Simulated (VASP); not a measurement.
```
BiTl
1.0
    4.84360     0.00000     0.00000
   -2.42180     4.19468     0.00000
    0.00000     0.00000     7.90781
Tl Bi
2 2
Direct
  0.33333   0.66667   0.99909
  0.66667   0.33333   0.49909
  0.33333   0.66667   0.37591
  0.66667   0.33333   0.87591
```

Computed with PBEsol GGA, VASP's PBE PAW potentials (set 64) (plane waves; VASP). Run with 400 eV cut-off, Gaussian smearing of 0.050 eV, potentials Tl_d Bi_d.

Unless said otherwise, spin-orbit coupling is left out, though it shifts the bands of the heavy elements here.

**Question.** What does the run give for the band gap (along the path) with the smallest direct gap where there is one?

**Answer.** 
The band gap (along the path) is none (metal, semimetal or under 0.01 eV).

The absolute energy has meaning only against runs of the same code, potentials and settings.

The structure was generated: TlBi was put into the wurtzite type (P6_3mc), which need not be its known phase. It was relaxed first.
